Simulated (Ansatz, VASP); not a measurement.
# Two plane-wave programs on Cu2Ge

```
Cu Ge
1.0
     4.33068    0.00000    0.00000
    -2.16534    3.75048    0.00000
     0.00000    0.00000    9.42064
Cu Ge
4 2
Direct
  0.00000 0.00000 0.62963
  0.00000 0.00000 0.37037
  0.00000 0.00000 0.12343
  0.00000 0.00000 0.87657
  0.33333 0.66667 0.50000
  0.66667 0.33333 0.50000
```

Alike in both runs: functional PBE; k mesh 6 × 6 × 2; occupations gaussian, width 0.1 eV; no spin polarisation.

Ansatz relaxed the structure, and its values are those at the end. VASP's run is a single point on that final structure, the one shown.

```csv
,VASP,Ansatz
version,VASP 6.6.1,Ansatz 0.2.0
potentials or method,"VASP PAW PBE potentials, release 64 (Cu, Ge_d)","scalar-relativistic, plane waves, PAW"
plane-wave cutoff (eV),520,420
valence electrons in the cell,72,104
```

VASP gave:

- gap on the k mesh at the Fermi level (eV): none
- pressure (GPa): 0.2
- rms of the force components (eV/Å): 0.008

Task: Estimate Ansatz's values.

Result: gap on the k mesh at the Fermi level (eV): none; pressure (GPa): 0.0; rms of the force components (eV/Å): 0.008.

A gap of «none» marks a metal or a gap that the smearing closes. The two sets of potentials don't hold the same shells in valence.
